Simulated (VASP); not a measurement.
Data:

```
CELL_PARAMETERS angstrom
      0.00000     2.91906     2.91906
      2.91906     0.00000     2.91906
      2.91906     2.91906     0.00000
ATOMIC_POSITIONS crystal
  Pb 0.00000 0.00000 0.00000
  S  0.50000 0.50000 0.50000
```

Method: rev-vdW-DF2, VASP's PBE PAW potentials (set 64) (plane waves; VASP). Settings: 520 eV cut-off, 8×8×8 Γ-centred mesh, Gaussian smearing of 0.050 eV, potentials Pb_d S.

Problem. Give the stress tensor in GPa (positive for a compressed cell).

Solution. 
```
4.07  0.00  0.00
0.00  4.07  0.00
0.00  0.00  4.07
```
The pressure is its mean diagonal, 4.07 GPa.

The compound is PbS in the rock salt structure. This cell is one point of a volume scan, at 0.94 of the reference volume.
